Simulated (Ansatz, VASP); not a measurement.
# NbAu2 (Au-Nb-Au stack, (100) layers) in two plane-wave programs, part 2 of 2

Wanted: the spread between two codes on one cell, functional and k mesh. The cell is taken from a series of runs on this material, whose earlier steps may have relaxed, scaled, displaced or heated it; both programs get it as it stands.

VASP 6.6.1 and Ansatz 0.2.0.

So far: Starting point; Ansatz: zone-centre phonons, LDA.

## Step 3: VASP: zone-centre phonons, LDA

Level of this step: LDA; plane waves and PAW (Au, Nb_sv) (VASP).

The same cell, functional (in two slightly different forms), mesh and smearing now go to VASP, with its own data sets.

Lines of VASP's logs that name or quote its potential files are left out, and so is its time.

Input file INCAR:

```
SYSTEM = NbAu2
PREC = Accurate
ENCUT = 500
EDIFF = 1E-08
NELM = 120
ISMEAR = 1
SIGMA = 0.2
LREAL = .FALSE.
ALGO = Normal
GGA = PW92
NBANDS = 23
LASPH = .TRUE.
LORBIT = 11
LWAVE = .FALSE.
LCHARG = .FALSE.
ISIF = 2
IBRION = 8
GGA_COMPAT = .FALSE.
NELMDL = -8
```

Input file POSCAR:

```
NbAu2
1.0
    2.8023030303      0.0000000000      0.0000000000
    0.0000000000      2.8023030303      0.0000000000
    0.0000000000      0.0000000000     32.1154791709
Au Nb
2 1
Direct
    0.0000000000      0.0000000000      0.1738689530
    0.0000000000      0.0000000000      0.2981071904
    0.5000000000      0.5000000000      0.2359880717
```

Input file KPOINTS:

```
Automatic mesh
0
Gamma
12 12 1
0 0 0
```

PAW data sets: Au and Nb_sv (LDA family, release 64).

Run with:

```console
$ mpirun -np 1 vasp_std
```

Numbers of over 12 decimals in the logs are rounded to 6 here.

Output:

```text
[banner, memory and clock lines left out]
running    1 mpi-ranks, on    1 nodes
 distrk:  each k-point on    1 cores,    1 groups
 distr:  one band on    1 cores,    1 groups

 POSCAR found type information on POSCAR AuNb
 POSCAR found :  2 types and       3 ions
|                                                                             |
|               ----> ADVICE to this user running VASP <----                  |
|                                                                             |
|     You enforced a specific xc type in the INCAR file but a different       |
|     [... a line on the potential file left out ...]
|     I HOPE YOU KNOW WHAT YOU ARE DOING!                                     |
|                                                                             |

 LDA part: xc-table for (Slater(with rela. corr.)+PW92), standard interpolation
 POSCAR, INCAR and KPOINTS ok, starting setup
 FFT: planning ... GRIDC
 FFT: planning ... GRID_SOFT
 FFT: planning ... GRID
 WAVECAR not read
 entering main loop
       N       E                     dE             d eps       ncg     rms          rms(c)
DAV:   1     0.260819653421E+03    0.26082E+03   -0.15436E+04  1536   0.116E+03
DAV:   2    -0.209482272046E+00   -0.26103E+03   -0.25020E+03  1833   0.343E+02
DAV:   3    -0.202846357773E+02   -0.20075E+02   -0.19145E+02  2097   0.757E+01
DAV:   4    -0.212613118547E+02   -0.97668E+00   -0.96698E+00  1839   0.194E+01
DAV:   5    -0.213221905017E+02   -0.60879E-01   -0.60772E-01  2037   0.358E+00
DAV:   6    -0.213232110965E+02   -0.10206E-02   -0.10191E-02  1845   0.506E-01
DAV:   7    -0.213232345748E+02   -0.23478E-04   -0.23470E-04  1877   0.796E-02
DAV:   8    -0.213232352994E+02   -0.72461E-06   -0.72475E-06  2083   0.129E-02    0.138E+01
DAV:   9    -0.197909945119E+02    0.15322E+01   -0.11078E+01  1617   0.253E+01    0.940E+00
DAV:  10    -0.193154675199E+02    0.47553E+00   -0.46688E+00  1721   0.159E+01    0.382E+00
DAV:  11    -0.191794242836E+02    0.13604E+00   -0.88253E-01  1598   0.720E+00    0.185E+00
DAV:  12    -0.191629668800E+02    0.16457E-01   -0.74096E-02  1590   0.216E+00    0.228E-01
DAV:  13    -0.191628506049E+02    0.11628E-03   -0.87993E-03  1849   0.608E-01    0.136E-01
DAV:  14    -0.191629121272E+02   -0.61522E-04   -0.10184E-03  1794   0.223E-01    0.476E-02
[...]
DAV:  23    -0.191634299659E+02   -0.14049E-05   -0.58332E-08  1147   0.951E-04    0.209E-04
DAV:  24    -0.191634303769E+02   -0.41095E-06   -0.25372E-08  1032   0.725E-04    0.147E-04
DAV:  25    -0.191634305192E+02   -0.14238E-06   -0.34843E-09  1071   0.450E-04    0.112E-04
DAV:  26    -0.191634305904E+02   -0.71169E-07   -0.14579E-09  1022   0.328E-04    0.468E-05
DAV:  27    -0.191634306555E+02   -0.65096E-07   -0.38563E-09  1064   0.184E-04    0.378E-05
DAV:  28    -0.191634306719E+02   -0.16375E-07   -0.92151E-10  1078   0.141E-04    0.306E-05
DAV:  29    -0.191634306870E+02   -0.15122E-07   -0.57139E-10  1022   0.991E-05    0.132E-05
DAV:  30    -0.191634306922E+02   -0.51623E-08    0.97084E-11  1029   0.687E-05
   1 F= -.19163431E+02 E0= -.19162403E+02  d E =-.308437E-02
 Linear response reoptimize wavefunctions to high precision
DAV:   1    -0.191634306969E+02   -0.47103E-08    0.10767E-10   980   0.443E-05
DAV:   2    -0.191634306969E+02   -0.29104E-10    0.15318E-10   959   0.298E-05
 Linear response DOF=           4
 Linear response progress:
  Degree of freedom:   1/  4
       N       E                     dE             d eps       ncg     rms          rms(c)
RMM:   1    -0.273111081097E+00   -0.27311E+00   -0.23701E-01  4345   0.308E+00
RMM:   2    -0.271308443206E+00    0.18026E-02   -0.15791E-02  3765   0.764E-01    0.999E-02
RMM:   3    -0.271017387181E+00    0.29106E-03   -0.12225E-03  4061   0.210E-01    0.592E-02
RMM:   4    -0.270760840161E+00    0.25655E-03   -0.65117E-04  4183   0.129E-01    0.136E-02
RMM:   5    -0.270796080097E+00   -0.35240E-04   -0.49246E-05  4573   0.370E-02    0.751E-03
RMM:   6    -0.270793553521E+00    0.25266E-05   -0.13871E-05  5123   0.141E-02    0.726E-03
RMM:   7    -0.270784552671E+00    0.90009E-05   -0.38081E-06  4997   0.769E-03    0.954E-04
RMM:   8    -0.270777695210E+00    0.68575E-05   -0.91725E-07  5530   0.304E-03    0.366E-04
RMM:   9    -0.270774176176E+00    0.35190E-05   -0.16638E-07  5624   0.124E-03    0.154E-04
RMM:  10    -0.270773342732E+00    0.83344E-06   -0.46553E-08  5663   0.554E-04    0.531E-05
RMM:  11    -0.270773442579E+00   -0.99847E-07   -0.10451E-08  5700   0.273E-04    0.345E-05
RMM:  12    -0.270773555321E+00   -0.11274E-06   -0.36526E-09  5801   0.144E-04    0.101E-05
RMM:  13    -0.270773616080E+00   -0.60759E-07   -0.22825E-09  5898   0.809E-05    0.451E-06
RMM:  14    -0.270773617082E+00   -0.10015E-08   -0.16452E-09  5968   0.494E-05    0.184E-06
 first order change of Fermi-energy  -0.85934E-03
 force on displaced ion       1 direction 1 :  -3.220   0.000   0.003
 Linear response progress:
  Degree of freedom:   2/  4
       N       E                     dE             d eps       ncg     rms          rms(c)
RMM:   1    -0.352105939087E+00   -0.35211E+00   -0.25244E-01  2637   0.319E+00
RMM:   2    -0.348860401004E+00    0.32455E-02   -0.19148E-02  2182   0.826E-01    0.146E-01
RMM:   3    -0.348861031340E+00   -0.63034E-06   -0.19347E-03  2105   0.281E-01    0.132E-01
RMM:   4    -0.348824056235E+00    0.36975E-04   -0.31147E-04  2412   0.998E-02    0.757E-02
RMM:   5    -0.349154751048E+00   -0.33069E-03   -0.29563E-04  2469   0.904E-02    0.781E-02
RMM:   6    -0.349116094723E+00    0.38656E-04   -0.99086E-05  2385   0.536E-02    0.172E-02
RMM:   7    -0.349077281815E+00    0.38813E-04   -0.20721E-05  2476   0.235E-02    0.539E-03
RMM:   8    -0.349039091420E+00    0.38190E-04   -0.50836E-06  2809   0.969E-03    0.289E-03
RMM:   9    -0.349025372429E+00    0.13719E-04   -0.11093E-06  2901   0.437E-03    0.630E-04
RMM:  10    -0.349022083749E+00    0.32887E-05   -0.16793E-07  2886   0.198E-03    0.220E-04
RMM:  11    -0.349020269014E+00    0.18147E-05   -0.74723E-08  3019   0.833E-04    0.111E-04
RMM:  12    -0.349020689728E+00   -0.42071E-06   -0.66010E-09  2951   0.433E-04    0.531E-05
RMM:  13    -0.349020511666E+00    0.17806E-06   -0.12352E-08  2913   0.263E-04    0.437E-05
RMM:  14    -0.349020978835E+00   -0.46717E-06   -0.20506E-09  3137   0.132E-04    0.212E-05
RMM:  15    -0.349021327736E+00   -0.34890E-06   -0.40811E-09  2816   0.117E-04    0.185E-05
RMM:  16    -0.349021514714E+00   -0.18698E-06   -0.16020E-09  2903   0.843E-05    0.715E-06
RMM:  17    -0.349021504209E+00    0.10505E-07   -0.81677E-10  2943   0.446E-05    0.328E-06
RMM:  18    -0.349021490648E+00    0.13561E-07   -0.19693E-10  2682   0.414E-05    0.280E-06
RMM:  19    -0.349021476848E+00    0.13800E-07   -0.11537E-09  2752   0.289E-05    0.130E-06
RMM:  20    -0.349021482390E+00   -0.55428E-08    0.34994E-09  2637   0.275E-05    0.797E-07
 first order change of Fermi-energy   0.51687E-01
 force on displaced ion       1 direction 3 :  -0.000  -0.000  -6.638
 Linear response progress:
  Degree of freedom:   3/  4
       N       E                     dE             d eps       ncg     rms          rms(c)
RMM:   1    -0.499409420248E+00   -0.49941E+00    0.59623E+00  2533   0.289E+01
RMM:   2    -0.398118482963E+00    0.10129E+00   -0.48228E-01  3497   0.433E+00    0.235E-01
RMM:   3    -0.399635395145E+00   -0.15169E-02   -0.37165E-02  4121   0.110E+00    0.115E-01
RMM:   4    -0.400148954954E+00   -0.51356E-03   -0.70471E-03  5008   0.364E-01    0.313E-02
RMM:   5    -0.400377506421E+00   -0.22855E-03   -0.94536E-04  5148   0.131E-01    0.210E-02
RMM:   6    -0.400283955938E+00    0.93550E-04   -0.21472E-04  4844   0.637E-02    0.548E-03
RMM:   7    -0.400185429849E+00    0.98526E-04   -0.72108E-05  5490   0.295E-02    0.157E-03
RMM:   8    -0.400149414886E+00    0.36015E-04   -0.24636E-05  5252   0.162E-02    0.169E-03
RMM:   9    -0.400144312823E+00    0.51021E-05   -0.11874E-05  5392   0.902E-03    0.112E-03
RMM:  10    -0.400142054419E+00    0.22584E-05   -0.48902E-06  4792   0.600E-03    0.156E-04
RMM:  11    -0.400140991884E+00    0.10625E-05   -0.29065E-06  5461   0.352E-03    0.107E-04
RMM:  12    -0.400140360702E+00    0.63118E-06   -0.15429E-06  5469   0.230E-03    0.374E-05
RMM:  13    -0.400140498710E+00   -0.13801E-06   -0.96209E-07  5472   0.165E-03    0.554E-05
RMM:  14    -0.400141530883E+00   -0.10322E-05   -0.66592E-07  5381   0.125E-03    0.394E-05
RMM:  15    -0.400141726310E+00   -0.19543E-06   -0.43054E-07  5225   0.982E-04    0.166E-05
RMM:  16    -0.400141973552E+00   -0.24724E-06   -0.32761E-07  5636   0.780E-04    0.233E-05
RMM:  17    -0.400142100360E+00   -0.12681E-06   -0.22816E-07  5305   0.642E-04    0.187E-05
RMM:  18    -0.400141792531E+00    0.30783E-06   -0.20915E-07  4819   0.551E-04    0.311E-05
RMM:  19    -0.400142231121E+00   -0.43859E-06   -0.15484E-07  4694   0.492E-04    0.105E-05
RMM:  20    -0.400142256417E+00   -0.25296E-07   -0.13442E-07  5296   0.397E-04    0.128E-05
RMM:  21    -0.400142268820E+00   -0.12403E-07   -0.10226E-07  5388   0.341E-04    0.142E-05
RMM:  22    -0.400142271103E+00   -0.22838E-08   -0.77916E-08  4491   0.297E-04    0.159E-05
 first order change of Fermi-energy   0.98074E-03
 force on displaced ion       3 direction 1 :  -6.241   0.000   0.000
 Linear response progress:
  Degree of freedom:   4/  4
       N       E                     dE             d eps       ncg     rms          rms(c)
RMM:   1    -0.794960373221E+00   -0.79496E+00    0.48908E+00  1574   0.288E+01
RMM:   2    -0.721736309217E+00    0.73224E-01   -0.40416E-01  1981   0.406E+00    0.233E-01
RMM:   3    -0.725528688182E+00   -0.37924E-02   -0.24305E-02  2288   0.947E-01    0.168E-01
RMM:   4    -0.726872049763E+00   -0.13434E-02   -0.46218E-03  2452   0.324E-01    0.824E-02
RMM:   5    -0.727001468220E+00   -0.12942E-03   -0.15525E-03  2656   0.179E-01    0.696E-02
RMM:   6    -0.726782572387E+00    0.21890E-03   -0.23014E-04  2768   0.720E-02    0.447E-02
RMM:   7    -0.726310263347E+00    0.47231E-03   -0.79457E-05  2643   0.522E-02    0.191E-02
RMM:   8    -0.726451800792E+00   -0.14154E-03   -0.25282E-05  2728   0.264E-02    0.321E-03
RMM:   9    -0.726471752263E+00   -0.19951E-04   -0.12771E-05  2816   0.145E-02    0.113E-03
RMM:  10    -0.726460118121E+00    0.11634E-04   -0.36324E-06  2847   0.771E-03    0.478E-04
RMM:  11    -0.726457888177E+00    0.22299E-05   -0.39436E-06  2861   0.530E-03    0.241E-04
RMM:  12    -0.726457835764E+00    0.52414E-07   -0.91369E-06  2835   0.392E-03    0.110E-04
RMM:  13    -0.726457655434E+00    0.18033E-06   -0.94381E-06  2971   0.298E-03    0.650E-05
RMM:  14    -0.726457591756E+00    0.63678E-07   -0.14838E-07  2921   0.244E-03    0.514E-05
[...]
RMM:  22    -0.726458469487E+00   -0.16403E-06    0.76137E-06  2718   0.892E-04    0.428E-05
RMM:  23    -0.726458778994E+00   -0.30951E-06    0.44229E-06  2603   0.807E-04    0.502E-05
RMM:  24    -0.726458849297E+00   -0.70303E-07    0.43991E-06  2719   0.737E-04    0.536E-05
RMM:  25    -0.726458899146E+00   -0.49849E-07    0.37409E-06  2648   0.671E-04    0.603E-05
RMM:  26    -0.726458697061E+00    0.20208E-06    0.57195E-06  2703   0.616E-04    0.665E-05
RMM:  27    -0.726458861964E+00   -0.16490E-06    0.42204E-06  2432   0.564E-04    0.696E-05
RMM:  28    -0.726458910156E+00   -0.48193E-07    0.38532E-06  2146   0.518E-04    0.736E-05
RMM:  29    -0.726459025835E+00   -0.11568E-06    0.26631E-06  2006   0.478E-04    0.771E-05
 first order change of Fermi-energy  -0.50928E-04
 force on displaced ion       3 direction 3 :  -0.000  -0.000 -12.294
 Linear response finished
```

From OUTCAR (step 3):

```text
ion  position               nearest neighbor table
   1  0.000  0.000  0.174-   3 2.81   3 2.81   3 2.81   3 2.81
   2  0.000  0.000  0.298-   3 2.81   3 2.81   3 2.81   3 2.81
   3  0.500  0.500  0.236-   1 2.81   1 2.81   1 2.81   1 2.81   2 2.81   2 2.81   2 2.81   2 2.81

  LATTYP: Found a simple tetragonal cell.
 ALAT       =     2.8023030303
 C/A-ratio  =    11.4603876967

 Subroutine GETGRP returns: Found 16 space group operations
 (whereof  8 operations were pure point group operations)

The static configuration has the point symmetry C_4v.
 The point group associated with its full space group is D_4h.

 Found     28 irreducible k-points:

   k-points           NKPTS =     28   k-points in BZ     NKDIM =     28   number of bands    NBANDS=     23

   dimension x,y,z NGX =    20 NGY =   20 NGZ =  240
   dimension x,y,z NGXF=    40 NGYF=   40 NGZF=  480

   ENCUT  =  500.0 eV  36.75 Ry    6.06 a.u.   5.11  5.11 58.55*2*pi/ulx,y,z

   NELECT =      35.0000    total number of electrons

 k-points in reciprocal lattice and weights: Automatic mesh
   0.00000000  0.00000000  0.00000000       0.007
   0.08333333  0.00000000  0.00000000       0.028
   0.16666667  0.00000000  0.00000000       0.028
   0.25000000  0.00000000  0.00000000       0.028
   0.33333333  0.00000000  0.00000000       0.028
   0.41666667  0.00000000  0.00000000       0.028
   0.50000000  0.00000000  0.00000000       0.014
   0.08333333  0.08333333  0.00000000       0.028
   0.16666667  0.08333333  0.00000000       0.056
[...]
0.50000000  0.41666667  0.00000000       0.028
   0.50000000  0.50000000  0.00000000       0.007

 average (electrostatic) potential at core
       1 -75.7965       2 -75.7965       3 -90.3034

  Total       -0.1643244     -0.1643244      0.1897101      0.0000000      0.0000000      0.0000000
  in kB       -1.0439219     -1.0439219      1.2051926      0.0000000      0.0000000      0.0000000
  external PRESSURE =      -0.2942171 kB  Pullay stress =       0.0000000 kB

  energy-cutoff  :      500.00
  volume of cell :      252.20
      direct lattice vectors                 reciprocal lattice vectors
     2.802303030  0.000000000  0.000000000     0.356849345  0.000000000  0.000000000
     0.000000000  2.802303030  0.000000000     0.000000000  0.356849345  0.000000000
     0.000000000  0.000000000 32.115479171     0.000000000  0.000000000  0.031137633

 POSITION                                       TOTAL-FORCE (eV/Angst)
 -----------------------------------------------------------------------------------
      0.00000      0.00000      5.58388        -0.000000     -0.000000     -0.057310
      0.00000      0.00000      9.57386         0.000000      0.000000      0.057310
      1.40115      1.40115      7.57887        -0.000000     -0.000000      0.000000
 -----------------------------------------------------------------------------------
    total drift:                                0.000000      0.000000      0.000114

 Eigenvectors and eigenvalues of the dynamical matrix
 ----------------------------------------------------

   1 f  =    6.320840 THz    39.715012 2PiTHz  210.840542 cm-1    26.140884 meV
             X         Y         Z           dx          dy          dz
      0.000000  0.000000  5.583885     0.000000   -0.000000   -0.308685
      0.000000  0.000000  9.573855     0.000000    0.000000   -0.308685
      1.401152  1.401152  7.578870     0.000000    0.000000    0.899681

   2 f  =    4.503248 THz    28.294739 2PiTHz  150.212168 cm-1    18.623927 meV
             X         Y         Z           dx          dy          dz
      0.000000  0.000000  5.583885     0.280297    0.129076   -0.000000
      0.000000  0.000000  9.573855     0.280297    0.129076    0.000000
      1.401152  1.401152  7.578870    -0.817257   -0.376346    0.000000

   3 f  =    4.503248 THz    28.294739 2PiTHz  150.212168 cm-1    18.623927 meV
             X         Y         Z           dx          dy          dz
      0.000000  0.000000  5.583885    -0.129076    0.280297    0.000000
      0.000000  0.000000  9.573855    -0.129076    0.280297   -0.000000
      1.401152  1.401152  7.578870     0.376346   -0.817257    0.000000

   4 f  =    2.976609 THz    18.702587 2PiTHz   99.288992 cm-1    12.310261 meV
             X         Y         Z           dx          dy          dz
      0.000000  0.000000  5.583885    -0.000000    0.000000   -0.707107
      0.000000  0.000000  9.573855    -0.000000   -0.000000    0.707107
      1.401152  1.401152  7.578870     0.000000   -0.000000    0.000000

   5 f  =    2.031980 THz    12.767309 2PiTHz   67.779571 cm-1     8.403592 meV
             X         Y         Z           dx          dy          dz
      0.000000  0.000000  5.583885     0.699330   -0.104586   -0.000000
      0.000000  0.000000  9.573855    -0.699330    0.104586    0.000000
      1.401152  1.401152  7.578870    -0.000000    0.000000    0.000000

   6 f  =    2.031980 THz    12.767309 2PiTHz   67.779571 cm-1     8.403592 meV
             X         Y         Z           dx          dy          dz
      0.000000  0.000000  5.583885    -0.104586   -0.699330   -0.000000
      0.000000  0.000000  9.573855     0.104586    0.699330    0.000000
      1.401152  1.401152  7.578870    -0.000000    0.000000    0.000000

   7 f/i=    0.002162 THz     0.013585 2PiTHz    0.072122 cm-1     0.008942 meV
             X         Y         Z           dx          dy          dz
      0.000000  0.000000  5.583885     0.000000   -0.000000   -0.636171
      0.000000  0.000000  9.573855     0.000000    0.000000   -0.636171
      1.401152  1.401152  7.578870     0.000000    0.000000   -0.436547

   8 f/i=    0.002224 THz     0.013973 2PiTHz    0.074182 cm-1     0.009197 meV
             X         Y         Z           dx          dy          dz
      0.000000  0.000000  5.583885    -0.626092   -0.113058   -0.000000
      0.000000  0.000000  9.573855    -0.626092   -0.113058    0.000000
      1.401152  1.401152  7.578870    -0.429465   -0.077552    0.000000

   9 f/i=    0.002224 THz     0.013973 2PiTHz    0.074182 cm-1     0.009197 meV
             X         Y         Z           dx          dy          dz
      0.000000  0.000000  5.583885     0.113058   -0.626092   -0.000000
      0.000000  0.000000  9.573855     0.113058   -0.626092    0.000000
      1.401152  1.401152  7.578870     0.077552   -0.429465    0.000000

 ELASTIC MODULI CONTR FROM IONIC RELAXATION (kBar)
 Direction    XX          YY          ZZ          XY          YZ          ZX
 --------------------------------------------------------------------------------
 XX        -199.8543   -199.8543   -267.8668      0.0000      0.0000      0.0000
 YY        -199.8543   -199.8543   -267.8668      0.0000      0.0000      0.0000
 ZZ        -267.8668   -267.8668   -359.0246      0.0000      0.0000      0.0000
 XY           0.0000      0.0000      0.0000      0.0000      0.0000      0.0000
 YZ           0.0000      0.0000      0.0000      0.0000    -90.6061      0.0000
 ZX           0.0000      0.0000      0.0000      0.0000      0.0000   -152.2783
 --------------------------------------------------------------------------------
```

## Step 4: Comparison

Known differences besides the potentials themselves: Ansatz cuts the interaction across the vacuum, VASP repeats the sheet without a dipole correction; VASP's run holds the zone centre alone; the data sets hold 51 valence electrons in Ansatz (on its PAW soft_1 files) and 35 in VASP; the cutoff is 420 eV in Ansatz and 500 eV in VASP; VASP's log shows a relativistic correction to its local exchange, Ansatz's none. Total energies have different zeros and are not compared.

Compared:

| quantity | Ansatz | VASP | difference |
| --- | --- | --- | --- |
| optical mode 1 to 2 (cm⁻¹) | 66.2 | 67.8 | -2.26 % |
| optical mode 3 (cm⁻¹) | 99.2 | 99.3 | -0.10 % |
| optical mode 4 to 5 (cm⁻¹) | 149.3 | 150.2 | -0.59 % |
| optical mode 6 (cm⁻¹) | 210.1 | 210.8 | -0.35 % |

Modes are paired by rising frequency, not by their patterns, so a pair may set unlike modes beside each other; they are those without the splitting of longitudinal modes. Where the cell holds vacuum, a pressure given here is an average over it and none of the material.

## Step 5: Summary of results

```yaml
r_m_s_difference_of_the_optical_zone_centre_modes_each_program_s_sorted_by_frequency_zone_centre_phonons_lda: 1.1 cm⁻¹
difference_in_optical_mode_1_to_2_zone_centre_phonons_lda: -2.3 %
```

**Reading.** The r.m.s. difference of the optical zone-centre modes, each program's sorted by frequency is 1.1 cm⁻¹ (zone-centre phonons, LDA). The data sets hold unlike numbers of valence electrons (51 in Ansatz and 35 in VASP), so part of the differences may come from the potentials. Among the rows given in per cent, the largest difference of the zone-centre phonons, LDA pair is in optical mode 1 to 2, -2.3 %. How closely two codes agree says nothing of how well the functional describes the real material.

[Lines on the potential files, build, host, timing and source positions are cut from VASP's logs without a mark.]

[Logs are printed without paths, hosts, clocks, repeated set-up lines and the standing remarks that a program may print on its own settings, such as how far it seeks lower states.]

[Hosts, paths, dates, database ids (printed as entryN), source tags and the programs' standing remarks are cut or masked in the printed files.]
